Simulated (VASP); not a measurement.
Computed with PBE GGA with D3 dispersion (Becke-Johnson damping), VASP's PBE PAW potentials (set 64) (plane waves; VASP).

VASP ran on this input.

**INCAR**
```
SYSTEM = TiAl
PREC = Accurate
ENCUT = 520
EDIFF = 1E-7
NELM = 100
ALGO = Normal
LREAL = .FALSE.
LASPH = .TRUE.
ISMEAR = 0
SIGMA = 0.05
GGA = PE
IVDW = 12
LMAXMIX = 4
LWAVE = .FALSE.
LCHARG = .FALSE.
LORBIT = 11
ICHARG = 11
```

**POSCAR**
```
TiAl
8.0097090
  0.3477194941   0.0000000000   0.0000000000
  0.0000000000   0.3477194941   0.0000000000
  0.0000000000   0.0000000000   0.5000000033
Ti Al
1 1
Direct
  0.0000000000   0.0000000000   0.0000000000
  0.5000000000   0.5000000000   0.5000000000
```

**KPOINTS**
```
k-points along high-symmetry lines
10
Line-mode
Reciprocal
  0.000000   0.000000   0.000000 ! GAMMA
  0.000000   0.500000   0.000000 ! X

  0.000000   0.500000   0.000000 ! X
  0.500000   0.500000   0.000000 ! M

  0.500000   0.500000   0.000000 ! M
  0.000000   0.000000   0.000000 ! GAMMA

  0.000000   0.000000   0.000000 ! GAMMA
  0.000000   0.000000   0.500000 ! Z

  0.000000   0.000000   0.500000 ! Z
  0.000000   0.500000   0.500000 ! R

  0.000000   0.500000   0.500000 ! R
  0.500000   0.500000   0.500000 ! A

  0.500000   0.500000   0.500000 ! A
  0.000000   0.000000   0.500000 ! Z

  0.000000   0.500000   0.000000 ! X
  0.000000   0.500000   0.500000 ! R

  0.500000   0.500000   0.000000 ! M
  0.500000   0.500000   0.500000 ! A
```

POTCAR, in this order: Ti_sv Al (PBE.64 set). Program: vasp_std. Read from the step before: CHGCAR.

The resulting files:

### OSZICAR
```
       N       E                     dE             d eps       ncg     rms          rms(c)
DAV:   1     0.967946884955E+02    0.96795E+02   -0.77316E+03  1980   0.142E+03
DAV:   2    -0.587360440355E+01   -0.10267E+03   -0.99414E+02  2013   0.343E+02
DAV:   3    -0.122832161082E+02   -0.64096E+01   -0.60910E+01  3077   0.825E+01
DAV:   4    -0.125171350217E+02   -0.23392E+00   -0.23019E+00  2493   0.134E+01
DAV:   5    -0.125266760477E+02   -0.95410E-02   -0.95377E-02  2803   0.232E+00
DAV:   6    -0.125268373312E+02   -0.16128E-03   -0.16128E-03  2489   0.260E-01
DAV:   7    -0.125268430206E+02   -0.56894E-05   -0.56884E-05  2900   0.373E-02
DAV:   8    -0.125268430867E+02   -0.66031E-07   -0.66942E-07  2467   0.402E-03
   1 F= -.13535181E+02 E0= -.13532914E+02  d E =-.453301E-02
```

**OUTCAR**
```
 val. band max:        8.5343882928   @ k =   0.5000   0.5000   0.0000

 cond. band min:       8.5607488420   @ k =   0.0000   0.0000   0.0556



 k-point     1 :       0.0000    0.0000    0.0000
  band No.  band energies     occupation
      1     -47.7575      2.00000
      2     -24.1635      2.00000
      3     -23.6826      2.00000
      4     -23.6826      2.00000
      5      -0.4573      2.00000
      6       6.8340      2.00000
      7       7.8803      2.00000
      8       8.4928      1.85909
      9      11.0411      0.00000
     10      11.0411      0.00000
     11      12.2526      0.00000

 k-point     2 :       0.0000    0.0556    0.0000
  band No.  band energies     occupation
      1     -47.7555      2.00000
      2     -24.1615      2.00000
      3     -23.6994      2.00000
      4     -23.6812      2.00000
      5      -0.3945      2.00000
      6       6.8860      2.00000
      7       7.9059      2.00000
      8       8.4301      1.99882
      9      11.0521      0.00000
     10      11.1152      0.00000
     11      12.1874      0.00000

 k-point     3 :       0.0000    0.1111    0.0000
  band No.  band energies     occupation
      1     -47.7496      2.00000
      2     -24.1557      2.00000
      3     -23.7477      2.00000
      4     -23.6770      2.00000
      5      -0.2070      2.00000
      6       7.0336      2.00000
      7       7.9710      2.00000
      8       8.2620      2.00000
      9      11.0838      0.00000
     10      11.3218      0.00000
     11      12.0081      0.00000

 k-point     4 :       0.0000    0.1667    0.0000
  band No.  band energies     occupation
      1     -47.7405      2.00000
      2     -24.1469      2.00000
      3     -23.8211      2.00000
      4     -23.6707      2.00000
      5       0.1017      2.00000
      6       7.2515      2.00000
      7       8.0302      2.00000
      8       8.0310      2.00000
      9      11.1330      0.00000
     10      11.6305      0.00000
...
```

The density is held fixed in this step, so its total energy and stress have no physical meaning.

The compound is TiAl in the L1_0 structure. It was relaxed first. The electron count is odd and the run is not spin-polarised, which forces a metal.
